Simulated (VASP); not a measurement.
Method: revTPSS meta-GGA, VASP's PBE PAW potentials (set 64) (plane waves; VASP).

A VASP calculation is set up with these files.

### INCAR
```
ALGO = Normal
EDIFF = 1E-7
ENCUT = 520
ISIF = 2
ISMEAR = 1
LASPH = T
LCHARG = F
LMAXMIX = 6
LMIXTAU = T
LREAL = F
LWAVE = F
METAGGA = RTPSS
NELM = 100
PREC = Accurate
SIGMA = 0.1
SYSTEM = HfN
```

POSCAR:
```
HfN
1
    0.0000000000     2.2093637158     2.2093637158
    2.2093637158     0.0000000000     2.2093637158
    2.2093637158     2.2093637158     0.0000000000
Hf N
1 1
Direct
  0.0000000000   0.0000000000   0.0000000000
  0.5000000000   0.5000000000   0.5000000000
```

File KPOINTS:
```
K-points
0
G
  14 14 14
```

POTCAR, in this order: Hf_pv N (PBE.64 set). Program: vasp_std.

Output

OUTCAR:
```
 ion  position               nearest neighbor table
   1  0.000  0.000  0.000-   2 2.21   2 2.21   2 2.21   2 2.21   2 2.21   2 2.21
   2  0.500  0.500  0.500-   1 2.21   1 2.21   1 2.21   1 2.21   1 2.21   1 2.21
  LATTYP: Found a face centered cubic cell.
 ALAT       =     4.4187274316
 Subroutine PRICEL returns:
 Original cell was already a primitive cell.
 Subroutine GETGRP returns: Found 48 space group operations
The static configuration has the point symmetry O_h .
The dynamic configuration has the point symmetry O_h .
 Subroutine INISYM returns: Found 48 space group operations
 Subroutine IBZKPT returns following result:
 Found    104 irreducible k-points:

 Following reciprocal coordinates:
            Coordinates               Weight
  0.000000  0.000000  0.000000      1.000000
  0.071429  0.000000  0.000000      8.000000
  0.142857  0.000000  0.000000      8.000000
  0.214286  0.000000  0.000000      8.000000
  0.285714  0.000000  0.000000      8.000000
  0.357143  0.000000  0.000000      8.000000
  0.428571  0.000000  0.000000      8.000000
  0.500000  0.000000  0.000000      4.000000
  0.071429  0.071429  0.000000      6.000000
  0.142857  0.071429  0.000000     24.000000
  0.214286  0.071429  0.000000     24.000000
  0.285714  0.071429  0.000000     24.000000
  0.357143  0.071429  0.000000     24.000000
  0.428571  0.071429  0.000000     24.000000
  0.500000  0.071429  0.000000     24.000000
 -0.428571  0.071429  0.000000     24.000000
 -0.357143  0.071429  0.000000     24.000000
 -0.285714  0.071429  0.000000     24.000000
 -0.214286  0.071429  0.000000     24.000000
 -0.142857  0.071429  0.000000     24.000000
 -0.071429  0.071429  0.000000     12.000000
  0.142857  0.142857  0.000000      6.000000
  0.214286  0.142857  0.000000     24.000000
  0.285714  0.142857  0.000000     24.000000
...
```

File OSZICAR:
```
       N       E                     dE             d eps       ncg     rms          rms(c)
DAV:   1     0.116431244038E+03    0.11643E+03   -0.95342E+03  2312   0.155E+03
DAV:   2     0.338414696902E+02   -0.82590E+02   -0.77166E+02  3040   0.358E+02
DAV:   3     0.300366979975E+02   -0.38048E+01   -0.36778E+01  3189   0.633E+01
DAV:   4     0.299505596545E+02   -0.86138E-01   -0.85238E-01  3333   0.840E+00
DAV:   5     0.299481296213E+02   -0.24300E-02   -0.24270E-02  3101   0.929E-01    0.665E+01
DAV:   6     0.141435466917E+02   -0.15805E+02   -0.18044E+01  2333   0.514E+01    0.412E+01
DAV:   7     0.279520340923E+02    0.13808E+02   -0.38886E+01  2551   0.646E+01    0.259E+01
DAV:   8     0.420874894317E+01   -0.23743E+02   -0.39816E+01  2363   0.432E+01    0.699E+00
DAV:   9     0.132885273219E+02    0.90798E+01   -0.11473E+01  2592   0.227E+01    0.129E+01
DAV:  10     0.132484583015E+02   -0.40069E-01   -0.40370E-01  2638   0.630E+00    0.157E+01
DAV:  11     0.135074666727E+02    0.25901E+00   -0.15442E-01  2681   0.343E+00    0.173E+01
DAV:  12     0.135043486906E+02   -0.31180E-02   -0.22040E+00  2700   0.974E+00    0.144E+01
DAV:  13     0.133459525003E+02   -0.15840E+00   -0.19606E-01  2763   0.399E+00    0.165E+01
DAV:  14     0.135080663724E+02    0.16211E+00   -0.31382E-01  2601   0.366E+00    0.138E+01
DAV:  15     0.130375131106E+02   -0.47055E+00   -0.32540E+00  2681   0.119E+01    0.112E+01
DAV:  16     0.128458895920E+02   -0.19162E+00   -0.15713E-01  2813   0.324E+00    0.119E+01
DAV:  17     0.130157641050E+02    0.16987E+00   -0.48295E-02  2596   0.167E+00    0.149E+01
DAV:  18     0.130032935161E+02   -0.12471E-01   -0.24187E-03  2456   0.594E-01    0.178E+01
DAV:  19     0.132229115668E+02    0.21962E+00   -0.12784E-01  2638   0.252E+00    0.199E+01
DAV:  20     0.132625835834E+02    0.39672E-01   -0.10180E-02  2753   0.843E-01    0.182E+01
DAV:  21     0.133840348720E+02    0.12145E+00   -0.92664E-02  2648   0.215E+00    0.116E+01
DAV:  22     0.134549578326E+02    0.70923E-01   -0.65256E-02  2713   0.187E+00    0.722E+00
DAV:  23     0.134974818971E+02    0.42524E-01   -0.61549E-02  2684   0.168E+00    0.381E+00
DAV:  24     0.135180722398E+02    0.20590E-01   -0.65124E-02  2678   0.175E+00    0.830E-01
DAV:  25     0.135187869512E+02    0.71471E-03   -0.43665E-03  2856   0.561E-01    0.175E-01
DAV:  26     0.135188181201E+02    0.31169E-04   -0.11185E-04  2527   0.127E-01    0.170E-01
DAV:  27     0.135188677787E+02    0.49659E-04   -0.28435E-04  2750   0.133E-01    0.238E-02
DAV:  28     0.135188363986E+02   -0.31380E-04   -0.27041E-05  2396   0.706E-02    0.213E-02
DAV:  29     0.135188361681E+02   -0.23047E-06   -0.30853E-06  2570   0.166E-02    0.986E-03
DAV:  30     0.135188372484E+02    0.10802E-05   -0.30219E-06  2673   0.118E-02    0.648E-03
DAV:  31     0.135188364466E+02   -0.80174E-06   -0.60589E-08  1309   0.312E-03    0.360E-03
DAV:  32     0.135188368276E+02    0.38096E-06   -0.81267E-09  1240   0.126E-03    0.217E-03
DAV:  33     0.135188366891E+02   -0.13850E-06   -0.24713E-09  1213   0.628E-04    0.282E-04
DAV:  34     0.135188367805E+02    0.91376E-07   -0.47759E-10  1201   0.322E-04
   1 F= 0.13518837E+02 E0= 0.13519002E+02  d E =-.496418E-03
```

File OUTCAR:
```
------------------------ aborting loop because EDIFF is reached ----------------------------------------
  FORCE on cell =-STRESS in cart. coord.  units (eV):
  Direction    XX          YY          ZZ          XY          YZ          ZX
  --------------------------------------------------------------------------------------
  Total        2.7000858      2.7000858      2.7000858     -0.0000000      0.0000000     -0.0000000
  in kB      200.5656241    200.5656241    200.5656241     -0.0000000      0.0000000     -0.0000000
  external PRESSURE =     200.5656241 kB  Pullay stress =       0.0000000 kB
  volume of cell :       21.57
      direct lattice vectors                 reciprocal lattice vectors
     0.000000000  2.209363716  2.209363716    -0.226309501  0.226309501  0.226309501
     2.209363716  0.000000000  2.209363716     0.226309501 -0.226309501  0.226309501
     2.209363716  2.209363716  0.000000000     0.226309501  0.226309501 -0.226309501
 POSITION                                       TOTAL-FORCE (eV/Angst)
 -----------------------------------------------------------------------------------
      0.00000      0.00000      0.00000         0.000000      0.000000      0.000000
      2.20936      2.20936      2.20936        -0.000000      0.000000     -0.000000
 -----------------------------------------------------------------------------------
    total drift:                                0.000000     -0.000000     -0.000000
  FREE ENERGIE OF THE ION-ELECTRON SYSTEM (eV)
  ---------------------------------------------------
  free  energy   TOTEN  =        13.5188367805 eV

  energy  without entropy=       13.5193331982  energy(sigma->0) =       13.51900225
```
(Selected blocks of OUTCAR.)

**OUTCAR**
```
 val. band max:        8.8550285267   @ k =   0.5000   0.2143   0.0000

 cond. band min:       8.8988345048   @ k =   0.3571   0.1429   0.0714


 Fermi energy:         8.8798817169

 k-point     1 :       0.0000    0.0000    0.0000
  band No.  band energies     occupation
      1     -22.2189      2.00000
      2     -22.2189      2.00000
      3     -22.2189      2.00000
      4      -9.4368      2.00000
      5       5.8062      2.00000
      6       5.8062      2.00000
      7       5.8062      2.00000
      8       8.4842      2.00000
      9       8.4842      2.00000
     10       8.4842      2.00000
     11      11.2030      0.00000

 k-point     2 :       0.0714    0.0000    0.0000
  band No.  band energies     occupation
      1     -22.2885      2.00000
      2     -22.2241      2.00000
      3     -22.2241      2.00000
      4      -9.3006      2.00000
      5       5.2507      2.00000
      6       5.4735      2.00000
      7       5.4735      2.00000
      8       8.6459      2.00460
      9       8.6774      2.01475
     10       8.6774      2.01475
     11      11.6356      0.00000

 k-point     3 :       0.1429    0.0000    0.0000
  band No.  band energies     occupation
      1     -22.4780      2.00000
      2     -22.2389      2.00000
      3     -22.2389      2.00000
      4      -8.9165      2.00000
      5       4.0762      2.00000
      6       4.7497      2.00000
      7       4.7497      2.00000
      8       8.9084      0.53821
      9       9.1730     -0.00027
     10       9.1730     -0.00027
     11      12.5903      0.00000

 k-point     4 :       0.2143    0.0000    0.0000
  band No.  band energies     occupation
      1     -22.7387      2.00000
      2     -22.2600      2.00000
      3     -22.2600      2.00000
      4      -8.3507      2.00000
      5       2.7751      2.00000
      6       3.9707      2.00000
      7       3.9707      2.00000
      8       9.2606     -0.00000
      9       9.9015     -0.00000
...
```

Unless said otherwise, spin-orbit coupling is left out, though it shifts the bands of the heavy elements here.

The compound is HfN in the rock salt structure. This cell is one point of a volume scan, at 0.94 of the reference volume. The electron count is odd and the run is not spin-polarised, which forces a metal.
